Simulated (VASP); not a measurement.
All values below come from revPBE GGA, VASP's PBE PAW potentials (set 64) (plane waves; VASP).

The input files of a VASP run:

### INCAR
```
ALGO = Normal
EDIFF = 1E-6
EDIFFG = -0.01
ENCUT = 520
GGA = RE
IBRION = 2
ISIF = 3
ISMEAR = 1
LASPH = T
LCHARG = F
LREAL = F
LWAVE = F
NELM = 100
NSW = 60
PREC = Accurate
SIGMA = 0.1
SYSTEM = Li
```

### POSCAR
```
Li
1.0
 -1.7450000000   1.7450000000   1.7450000000
  1.7450000000  -1.7450000000   1.7450000000
  1.7450000000   1.7450000000  -1.7450000000
Li
1
Cartesian
  0.0000000000   0.0000000000   0.0000000000
```

**KPOINTS**
```
Automatic mesh
0
Gamma
13 13 13
0 0 0
```

POTCAR, in this order: Li_sv (PBE.64 set). Program: vasp_std.

Estimate the energy per atom (σ→0), volume per atom, band gap (on the k-mesh).

```yaml
energy per atom (σ→0): -1.810 eV/atom
band gap (on the k-mesh): none (metal, semimetal or under 0.01 eV)
volume_per_atom: 21.05 Å³/atom
```

**OSZICAR**
```
...
DAV:   1    -0.180967472235E+01   -0.14770E-03   -0.32723E-03  1195   0.598E-01    0.120E-01
DAV:   2    -0.180964704856E+01    0.27674E-04   -0.44592E-04   970   0.186E-01    0.792E-02
DAV:   3    -0.180959033854E+01    0.56710E-04   -0.15165E-04  1545   0.883E-02    0.257E-02
DAV:   4    -0.180959081117E+01   -0.47263E-06   -0.10203E-05  1415   0.291E-02    0.341E-03
DAV:   5    -0.180959268153E+01   -0.18704E-05   -0.58784E-07   575   0.784E-03    0.155E-03
DAV:   6    -0.180959395172E+01   -0.12702E-05   -0.14328E-07   430   0.433E-03    0.168E-04
DAV:   7    -0.180959383588E+01    0.11584E-06   -0.40928E-08   435   0.271E-03
   3 F= -.18095938E+01 E0= -.18095859E+01  d E =-.121891E-03
```

The compound is Li in the bcc structure. This run relaxes it. Symmetry was kept, so distortions that lower it aren't found.
